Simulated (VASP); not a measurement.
Computed with LDA (Ceperley-Alder, Perdew-Zunger), VASP's LDA PAW potentials (set 64) (plane waves; VASP).

A VASP calculation is set up with these files.

### INCAR
```
ALGO  =  Normal
EDIFF  =  1E-6
EDIFFG  =  -0.02
ENCUT  =  500
IBRION  =  2
ISIF  =  3
ISMEAR  =  0
LASPH  =  .TRUE.
LCHARG  =  .FALSE.
LMAXMIX  =  4
LREAL  =  .FALSE.
LWAVE  =  .FALSE.
NELM  =  100
NSW  =  40
PREC  =  Accurate
PSTRESS  =  200
SIGMA  =  0.05
SYSTEM  =  ZnS
```

POSCAR:
```
ZnS
1
    0.0000000000     2.5694624202     2.5694624202
    2.5694624202     0.0000000000     2.5694624202
    2.5694624202     2.5694624202     0.0000000000
Zn S
1 1
Direct
  0.0000000000   0.0000000000   0.0000000000
  0.2500000000   0.2500000000   0.2500000000
```

**KPOINTS**
```
Automatic mesh
0
G
 9 9 9
0 0 0
```

POTCAR, in this order: Zn S (LDA.64 set). Program: vasp_std.

Q: What will the output report for the number of irreducible k-points (NKPTS), largest plane-wave count, number of space-group operations, FFT grid (NGX, NGY, NGZ)?

A: 
```
Item                                           Value
--------------------------------------  ------------
number of irreducible k-points (NKPTS)            35
largest plane-wave count                         889
number of space-group operations                  24
FFT grid (NGX, NGY, NGZ)                28 × 28 × 28
```

The compound is ZnS in the zinc blende structure. This run relaxes it under an external pressure of 20 GPa. Symmetry was kept, so distortions that lower it aren't found.
